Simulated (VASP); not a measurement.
Output of a VASP run:

### OSZICAR
```
       N       E                     dE             d eps       ncg     rms          rms(c)
DAV:   1     0.208447433925E+02    0.20845E+02   -0.44200E+03  2168   0.104E+03
DAV:   2    -0.236778474648E+02   -0.44523E+02   -0.43058E+02  2178   0.180E+02
DAV:   3    -0.247695644275E+02   -0.10917E+01   -0.10777E+01  2567   0.386E+01
DAV:   4    -0.247893088493E+02   -0.19744E-01   -0.19731E-01  2750   0.474E+00
DAV:   5    -0.247896799403E+02   -0.37109E-03   -0.37048E-03  2633   0.562E-01    0.162E+01
DAV:   6    -0.254888373405E+02   -0.69916E+00   -0.85588E+01  2440   0.156E+02    0.189E+01
DAV:   7    -0.212714281595E+02    0.42174E+01   -0.39135E+01  2422   0.875E+01    0.283E+00
DAV:   8    -0.212894756195E+02   -0.18047E-01   -0.18016E-01  2223   0.422E+00    0.211E+00
DAV:   9    -0.212939019383E+02   -0.44263E-02   -0.23413E-01  2518   0.896E+00    0.859E-01
DAV:  10    -0.212836204997E+02    0.10281E-01   -0.88791E-02  2431   0.535E+00    0.195E-01
DAV:  11    -0.212868847920E+02   -0.32643E-02   -0.27881E-02  2307   0.304E+00    0.344E-01
DAV:  12    -0.212847665912E+02    0.21182E-02   -0.12049E-02  2313   0.192E+00    0.270E-02
DAV:  13    -0.212849236208E+02   -0.15703E-03   -0.19392E-04  2531   0.159E-01    0.260E-02
DAV:  14    -0.212849199624E+02    0.36584E-05   -0.16235E-05  2422   0.558E-02    0.150E-02
DAV:  15    -0.212849169781E+02    0.29843E-05   -0.10857E-05  2388   0.547E-02    0.235E-03
DAV:  16    -0.212849170017E+02   -0.23633E-07   -0.70547E-07  2293   0.127E-02
   1 F= -.21284917E+02 E0= -.21284917E+02  d E =0.000000E+00
       N       E                     dE             ncg
```

File OUTCAR:
```
------------------------ aborting loop because EDIFF is reached ----------------------------------------
  FORCE on cell =-STRESS in cart. coord.  units (eV):
  Direction    XX          YY          ZZ          XY          YZ          ZX
  --------------------------------------------------------------------------------------
  Total        0.0220117      0.0220117      0.0220117     -0.0000000     -0.0000000      0.0000000
  in kB        1.5397158      1.5397158      1.5397158     -0.0000000     -0.0000000      0.0000000
  external PRESSURE =       1.5397158 kB  Pullay stress =       0.0000000 kB
  volume of cell :       22.90
      direct lattice vectors                 reciprocal lattice vectors
     2.839932875  0.000000000  0.000000000     0.352120999  0.000000000  0.000000000
     0.000000000  2.839932875  0.000000000     0.000000000  0.352120999  0.000000000
     0.000000000  0.000000000  2.839932875     0.000000000  0.000000000  0.352120999
 POSITION                                       TOTAL-FORCE (eV/Angst)
 -----------------------------------------------------------------------------------
      1.41997      1.41997      1.41997         0.000000      0.000000      0.000000
      0.00000      0.00000      0.00000         0.000000      0.000000      0.000000
 -----------------------------------------------------------------------------------
    total drift:                               -0.000000      0.000000     -0.000000
  FREE ENERGIE OF THE ION-ELECTRON SYSTEM (eV)
  ---------------------------------------------------
  free  energy   TOTEN  =       -21.2849170017 eV

  energy  without entropy=      -21.2849170017  energy(sigma->0) =      -21.28491700

 total charge

# of ion       s       p       d       tot
------------------------------------------
    1        0.403   0.468   0.000   0.871
    2        0.455   0.546   6.512   7.514
--------------------------------------------------
tot          0.858   1.014   6.512   8.385
```
(Selected blocks of OUTCAR.)

**POSCAR**
```
FeAl
1
    2.8399328746    -0.0000000000    -0.0000000000
    0.0000000000     2.8399328746     0.0000000000
   -0.0000000000     0.0000000000     2.8399328746
Al Fe
1 1
Direct
  0.5000000000   0.5000000000   0.5000000000
  0.0000000000   0.0000000000   0.0000000000
```

**Question.** Write an INCAR and KPOINTS that could have produced this output.

**Answer.** This is not unique; one that fits is the input of the run itself, r2SCAN meta-GGA, plane waves, VASP's PBE PAW potentials (set 64).

**INCAR**
```
# general
SYSTEM  = FeAl
PREC    = Accurate
ENCUT   = 400
LREAL   = .False.
LASPH   = .True.

# electronic loop
EDIFF   = 1E-7
NELM    = 100
ALGO    = Normal
LMAXMIX = 4
LMIXTAU = .True.

# smearing
ISMEAR  = -5

# functional
METAGGA = R2SCAN

# ions
ISIF    = 2

# output
LWAVE   = .False.
LCHARG  = .False.
LORBIT  = 11
NEDOS   = 601
```

File KPOINTS_OPT:
```
k-points along high-symmetry lines
10
Line-mode
Reciprocal
  0.000000   0.000000   0.000000 ! GAMMA
  0.000000   0.500000   0.000000 ! X

  0.000000   0.500000   0.000000 ! X
  0.500000   0.500000   0.000000 ! M

  0.500000   0.500000   0.000000 ! M
  0.000000   0.000000   0.000000 ! GAMMA

  0.000000   0.000000   0.000000 ! GAMMA
  0.500000   0.500000   0.500000 ! R

  0.500000   0.500000   0.500000 ! R
  0.000000   0.500000   0.000000 ! X

  0.500000   0.500000   0.500000 ! R
  0.500000   0.500000   0.000000 ! M
```

**KPOINTS**
```
kpoints
0
G
14 14 14
```

POTCAR, in this order: Al Fe (PBE.64 set). Program: vasp_std.

For a metal the tetrahedron method with Blöchl corrections gives inexact stress and forces.

The compound is FeAl in the CsCl type structure. It was relaxed first, which changed the volume by -7 %. The run is not spin-polarised, so no magnetic state was tried. The electron count is odd and the run is not spin-polarised, which forces a metal.
